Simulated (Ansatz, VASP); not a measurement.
**Two plane-wave programs on Si**

```
Si
1.0
     0.00000    2.71708    2.71708
     2.71708    0.00000    2.71708
     2.71708    2.71708    0.00000
Si
2
Direct
  0.00000 0.00000 0.00000
  0.25000 0.25000 0.25000
```

Alike in both runs: task relaxation of cell and atoms; functional PBEsol; k mesh 12 × 12 × 12; occupations gaussian, width 0.02 eV; no spin polarisation.

```csv
,VASP,Ansatz
version,VASP 6.6.1,Ansatz 0.2.0
potentials or method,"VASP PAW PBE potentials, release 64 (Si)","scalar-relativistic, plane waves, PAW"
plane-wave cutoff (eV),600,420
valence electrons in the cell,8,8
```

VASP gave:

| Quantity | Value |
| --- | --- |
| gap on the k mesh at the Fermi level, each at its own relaxed structure (eV) | 0.46 |
| relaxed volume (Å³/atom) | 20.09 |
| relaxed cell length with the largest relative difference (Å) | 3.844 |

Problem. Estimate Ansatz's values.

Solution. gap on the k mesh at the Fermi level, each at its own relaxed structure (eV): 0.46; relaxed volume (Å³/atom): 20.06; relaxed cell length with the largest relative difference (Å): 3.843.

Caveats: the PAW data sets were made with another functional, which shifts forces and pressure a little (VASP).
